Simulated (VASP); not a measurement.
MoS2:

```
Mo S
1.0
     3.16100    0.00000    0.00000
    -1.58050    2.73751    0.00000
     0.00000    0.00000   13.77040
Mo S
2 4
Direct
  0.33333 0.66667 0.25000
  0.66667 0.33333 0.75000
  0.66667 0.33333 0.36365
  0.66667 0.33333 0.13635
  0.33333 0.66667 0.86365
  0.33333 0.66667 0.63635
```

The cell was built by a generator and needn't be a form met in nature.

Base run:

* Program: VASP 6.6.1
* Functional: optB86b-vdW
* Potentials or basis: VASP PAW PBE potentials, release 64 (Mo_sv, S)
* Cutoff: 520 eV
* k mesh: 8 × 8 × 2
* Occupations: fermi-dirac, width 0.05 eV
* Spin: no spin polarisation

Its results: band gap on the k mesh 1.49 eV, indirect (least direct gap 2.02 eV); pressure 0.2 GPa; largest force 0.186 eV/Å.

Problem. After a change of settings the same cell gave: band gap on the k mesh 1.45 eV, indirect (least direct gap 2.00 eV); pressure 10.8 GPa; largest force 1.109 eV/Å. Which change was it?
A. functional from optB86b-vdW to PBEsol
B. functional from optB86b-vdW to SCAN
C. functional from optB86b-vdW to LDA; potentials or basis from VASP PAW PBE potentials, release 64 (Mo_sv, S) to VASP PAW LDA potentials, release 64 (Mo_sv, S)
D. functional from optB86b-vdW to vdW-DF2

Solution. D.

Caveats: the PAW data sets were made with another functional, which shifts forces and pressure a little.

Runs at the PBE level aren't shown here.
